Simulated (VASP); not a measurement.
Given:

```
As
1.0
    3.57078    -1.92035    -0.05821
    3.57078     1.92035    -0.05821
    2.58982     0.00000     3.12000
As
2
Direct
  0.23073   0.23073   0.23073
  0.76927   0.76927   0.76927
```

Calculation: LDA (Ceperley-Alder, Perdew-Zunger), VASP's LDA PAW potentials (set 64) (plane waves; VASP 6.6.1). Run with 520 eV cut-off, 12×12×12 Γ-centred mesh, first-order Methfessel-Paxton smearing of 0.10 eV, potentials As.

Task: The ions and cell shape at fixed volume are relaxed. Predict the relaxed structure.

Result: 
```
As
1.0
    3.63626    -1.90028    -0.02587
    3.63626     1.90028    -0.02587
    2.66556     0.00000     3.11911
As
2
Direct
  0.22805   0.22805   0.22805
  0.77195   0.77195   0.77195
```
Space group R-3m (166), at a tolerance of 0.03 Å.

Task: How much energy does the relaxation gain?

Result: The energy (σ→0) changes by -5.8 meV/atom, in 5 ionic steps.

```tsv
step	E(σ→0) (eV)	max force (eV/Å)	pressure (GPa)	volume (Å³)
1	-10.7496	0.304	-4.46	43.37
2	-10.7572	0.120	-3.80	43.37
3	-10.7593	0.043	-3.22	43.37
4	-10.7608	0.019	-3.04	43.37
5	-10.7612	0.003	-2.87	43.37
```

The compound is As in the a7 structure. This cell is one point of a volume scan, at 1.06 of the reference volume. Symmetry was kept, so distortions that lower it aren't found.
